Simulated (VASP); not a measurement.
```
Sc
1.0
    1.66595    -2.88550     0.00000
    1.66595     2.88550     0.00000
    0.00000     0.00000     5.29122
Sc
2
Direct
  0.33333   0.66667   0.25000
  0.66667   0.33333   0.75000
```

Level of theory: r2SCAN meta-GGA, VASP's PBE PAW potentials (set 64) (plane waves; VASP). Numerical set-up: 480 eV cut-off, 12×12×8 Γ-centred mesh, first-order Methfessel-Paxton smearing of 0.10 eV, potentials Sc_sv.

What does the run give for the energy per atom (σ→0), band gap (on the k-mesh) with the smallest direct gap where there is one?

- band gap (on the k-mesh): none (metal, semimetal or under 0.01 eV)
- energy per atom (σ→0): -11.353 eV/atom

Total energies compare only between runs with the same potentials, cut-off and functional.

The compound is Sc in the hcp structure. This cell was strained or had an atom moved on purpose.
